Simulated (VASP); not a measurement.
The input files of a VASP run:

POSCAR:
```
AlN
1
   -0.0000000000     2.2005493169     2.2005493169
    2.2005493169    -0.0000000000     2.2005493169
    2.2005493169     2.2005493169     0.0000000000
Al N
1 1
Direct
  0.0000000000   0.0000000000   0.0000000000
  0.2500000000   0.2500000000   0.2500000000
```

KPOINTS:
```
Automatic mesh
0
Gamma
10 10 10
0 0 0
```

### INCAR
```
SYSTEM = AlN
PREC = Accurate
ENCUT = 620
EDIFF = 1E-6
NELM = 100
ALGO = Normal
LREAL = .FALSE.
LASPH = .TRUE.
ISMEAR = 0
SIGMA = 0.05
GGA = PE
LWAVE = .FALSE.
LCHARG = .FALSE.
IBRION = 2
ISIF = 3
NSW = 40
EDIFFG = -0.02
```

POTCAR, in this order: Al N (PBE.64 set). Program: vasp_std.

Task: Translate this PBE calculation to Quantum ESPRESSO's pw.x.

Result: One equivalent input (not run):
```
&CONTROL
  calculation = 'vc-relax'
  pseudo_dir = './pseudo'
  outdir = './out'
  tprnfor = .true.
  tstress = .true.
  nstep = 40
  forc_conv_thr = 0.00078
/
&SYSTEM
  ibrav = 0
  nat = 2
  ntyp = 2
  ecutwfc = 84
  occupations = 'smearing'
  smearing = 'gaussian'
  degauss = 0.003675
  input_dft = 'pbe'
/
&ELECTRONS
  conv_thr = 7.3e-08
  electron_maxstep = 100
/
&IONS
/
&CELL
/
ATOMIC_SPECIES
  Al 26.982 Al.upf
  N 14.007 N.upf
CELL_PARAMETERS angstrom
    -0.0000000    2.2005493    2.2005493
     2.2005493   -0.0000000    2.2005493
     2.2005493    2.2005493    0.0000000
ATOMIC_POSITIONS crystal
  Al   0.0000000  0.0000000  0.0000000
  N    0.2500000  0.2500000  0.2500000
K_POINTS automatic
  10 10 10 0 0 0
```
What does not carry over: the potentials are each code's own (VASP's PAW set, PseudoDojo norm-conserving files in pw.x), so ENCUT and ecutwfc are chosen apart and not converted; conv_thr bounds pw.x's estimated SCF error, while EDIFF bounds the energy change between steps; forc_conv_thr acts on force components and is met together with etot_conv_thr.

The compound is AlN in the zinc blende structure, a metastable form; wurtzite is the usual one. It was relaxed first.
